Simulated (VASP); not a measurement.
These are PBEsol GGA, VASP's PBE PAW potentials (set 64) (plane waves; VASP) values and carry that method's errors.

VASP ran on this input.

**POSCAR**
```
Mg
1.0
  1.3991286426  -2.4233627456   0.0000000000
  1.3991286426   2.4233627456   0.0000000000
  0.0000000000   0.0000000000   4.5416941929
Mg
2
Cartesian
  1.3991286426   0.8077891974   1.1354235482
  1.3991286426  -0.8077891974   3.4062706447
```

### INCAR
```
NELM = 100
EDIFFG = -0.02   # ionic stop
LCHARG = .FALSE.
NSW = 40   # most ionic steps
ISMEAR = 1   # Methfessel-Paxton
LASPH = .TRUE.   # aspherical one-centre terms
ISIF = 3
ALGO = Normal   # blocked Davidson
LREAL = .FALSE.
SYSTEM = Mg
ENCUT = 500
PREC = Accurate
GGA = PS
EDIFF = 1E-6   # SCF stop (eV)
PSTRESS = 300
LWAVE = .FALSE.
IBRION = 2   # conjugate gradients
SIGMA = 0.1
```

**KPOINTS**
```
Automatic mesh
0
gamma
  15 15 8
```

POTCAR, in this order: Mg (PBE.64 set). Program: vasp_std.

Question: What will the output report for the number of irreducible k-points (NKPTS), largest plane-wave count, number of space-group operations, FFT grid (NGX, NGY, NGZ)?

Answer: 
| Property | Value |
|---|---|
| number of irreducible k-points (NKPTS) | 135 |
| largest plane-wave count | 798 |
| number of space-group operations | 24 |
| FFT grid (NGX, NGY, NGZ) | 20 × 20 × 36 |

The compound is Mg in the hcp structure. This run relaxes it under an external pressure of 30 GPa. Symmetry was kept, so distortions that lower it aren't found.
